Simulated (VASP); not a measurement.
All values below come from PBEsol GGA, VASP's PBE PAW potentials (set 64) (plane waves; VASP).

The input files of a VASP run:

### INCAR
```
ALGO=Normal
EDIFF=1E-6
EDIFFG=-0.02
ENCUT=500
GGA=PS
IBRION=2
ISIF=3
ISMEAR=0
LASPH=T
LCHARG=F
LMAXMIX=6
LREAL=F
LWAVE=F
NELM=100
NSW=40
PREC=Accurate
PSTRESS=200
SIGMA=0.05
SYSTEM=WSe2
```

KPOINTS:
```
Automatic mesh
0
Gamma
8 8 2
0 0 0
```

### POSCAR
```
WSe2
1
    1.5597629667    -2.7015875040    -0.0000000000
    1.5597629667     2.7015875040    -0.0000000000
    0.0000000000     0.0000000000    11.7313145393
W Se
2 4
Direct
  0.3333330000   0.6666670000   0.2500000000
  0.6666670000   0.3333330000   0.7500000000
  0.3333330000   0.6666670000   0.8946879892
  0.6666670000   0.3333330000   0.3946879892
  0.6666670000   0.3333330000   0.1053120108
  0.3333330000   0.6666670000   0.6053120108
```

POTCAR, in this order: W_sv Se (PBE.64 set). Program: vasp_std.

The run wrote:

OSZICAR:
```
       N       E                     dE             d eps       ncg     rms          rms(c)
DAV:   1     0.503921436471E+03    0.50392E+03   -0.28046E+04  1376   0.164E+03
DAV:   2    -0.127301471687E+02   -0.51665E+03   -0.50578E+03  1400   0.443E+02
DAV:   3    -0.463339306452E+02   -0.33604E+02   -0.32771E+02  1543   0.985E+01
DAV:   4    -0.471093035230E+02   -0.77537E+00   -0.77224E+00  1539   0.150E+01
DAV:   5    -0.471213120549E+02   -0.12009E-01   -0.12002E-01  1508   0.185E+00    0.368E+01
DAV:   6    -0.458377655715E+02    0.12835E+01   -0.53236E+00  1487   0.143E+01    0.149E+01
DAV:   7    -0.456283014559E+02    0.20946E+00   -0.28893E+00  1475   0.713E+00    0.511E+00
DAV:   8    -0.455037022188E+02    0.12460E+00   -0.63427E-01  1523   0.440E+00    0.130E+00
DAV:   9    -0.455041836827E+02   -0.48146E-03   -0.45776E-02  1545   0.107E+00    0.786E-01
DAV:  10    -0.455022290106E+02    0.19547E-02   -0.15569E-02  1564   0.810E-01    0.151E-01
DAV:  11    -0.455021955543E+02    0.33456E-04   -0.11242E-03  1534   0.207E-01    0.908E-02
DAV:  12    -0.455021766944E+02    0.18860E-04   -0.74209E-05  1506   0.502E-02    0.403E-02
DAV:  13    -0.455021774052E+02   -0.71078E-06   -0.17263E-05  1586   0.234E-02    0.214E-03
DAV:  14    -0.455021772330E+02    0.17220E-06   -0.46134E-07   935   0.404E-03
   1 F= -.33160513E+02 E0= -.33160513E+02  d E =-.331605E+02
```

OUTCAR:
```
------------------------ aborting loop because EDIFF is reached ----------------------------------------
  FORCE on cell =-STRESS in cart. coord.  units (eV):
  Direction    XX          YY          ZZ          XY          YZ          ZX
  --------------------------------------------------------------------------------------
  Total       12.3575045     12.3574935     12.3459224     -0.0000000     -0.0000000      0.0000000
  in kB      200.2566928    200.2565145    200.0690032     -0.0000000     -0.0000000      0.0000000
  external PRESSURE =       0.1940702 kB  Pullay stress =     200.0000000 kB
  volume of cell :       98.87
      direct lattice vectors                 reciprocal lattice vectors
     1.559762967 -2.701587504  0.000000000     0.320561528 -0.185076367  0.000000000
     1.559762967  2.701587504  0.000000000     0.320561528  0.185076367  0.000000000
     0.000000000  0.000000000 11.731314539     0.000000000  0.000000000  0.085241939
 POSITION                                       TOTAL-FORCE (eV/Angst)
 -----------------------------------------------------------------------------------
      1.55976      0.90053      2.93283        -0.000000      0.000000      0.000000
      1.55976     -0.90053      8.79849        -0.000000     -0.000000      0.000000
      1.55976      0.90053     10.49587         0.000000     -0.000000     -0.005877
      1.55976     -0.90053      4.63021         0.000000      0.000000     -0.005877
      1.55976     -0.90053      1.23545        -0.000000      0.000000      0.005877
      1.55976      0.90053      7.10111        -0.000000     -0.000000      0.005877
 -----------------------------------------------------------------------------------
    total drift:                               -0.000103      0.000965     -0.000033
  FREE ENERGIE OF THE ION-ELECTRON SYSTEM (eV)
  ---------------------------------------------------
  free  energy   TOTEN  =       -45.5021772330 eV

  energy  without entropy=      -45.5021772329  energy(sigma->0) =      -45.50217723
  enthalpy is  TOTEN    =       -33.1605128616 eV   P V=       12.3416643714

 reached required accuracy - stopping structural energy minimisation
```
(Selected blocks of OUTCAR.)

File OUTCAR:
```
 val. band max:        9.0082975158   @ k =   0.0000   0.0000   0.0000

 cond. band min:       9.4250926994   @ k =   0.2500   0.1250   0.0000


 Fermi energy:         9.2115194603

 k-point     1 :       0.0000    0.0000    0.0000
  band No.  band energies     occupation
      1     -65.3601      2.00000
      2     -65.3601      2.00000
      3     -29.7615      2.00000
      4     -29.7612      2.00000
      5     -29.4487      2.00000
      6     -29.4487      2.00000
      7     -29.4486      2.00000
      8     -29.4486      2.00000
      9      -7.8338      2.00000
     10      -6.8595      2.00000
     11      -6.8028      2.00000
     12      -5.2769      2.00000
     13       0.1180      2.00000
     14       2.5941      2.00000
     15       3.7655      2.00000
     16       6.1158      2.00000
     17       6.1158      2.00000
     18       6.1753      2.00000
     19       6.1753      2.00000
     20       6.8221      2.00000
     21       7.3531      2.00000
     22       7.3531      2.00000
     23       7.5708      2.00000
     24       7.5709      2.00000
     25       8.6737      2.00000
     26       9.0083      2.00000
     27      11.4881      0.00000
     28      11.4882      0.00000
     29      11.6647      0.00000
     30      11.6662      0.00000
     31      11.8604      0.00000

 k-point     2 :       0.1250   -0.0000    0.0000
  band No.  band energies     occupation
      1     -65.3567      2.00000
      2     -65.3567      2.00000
      3     -29.7492      2.00000
      4     -29.7489      2.00000
      5     -29.5111      2.00000
      6     -29.5111      2.00000
      7     -29.4630      2.00000
      8     -29.4630      2.00000
      9      -7.5431      2.00000
     10      -6.6084      2.00000
     11      -6.5694      2.00000
     12      -5.1551      2.00000
     13       0.4814      2.00000
     14       2.9576      2.00000
     15       3.5819      2.00000
     16       5.2919      2.00000
     17       5.4539      2.00000
...
```

Without a dispersion term in the relaxation, distances and binding between the weakly bound layers, chains or molecules are unreliable, and so is what depends on them. Unless said otherwise, spin-orbit coupling is left out, though it shifts the bands of the heavy elements here.

The compound is WSe2 in the 2H layered structure. It was relaxed first under an external pressure of 20 GPa.
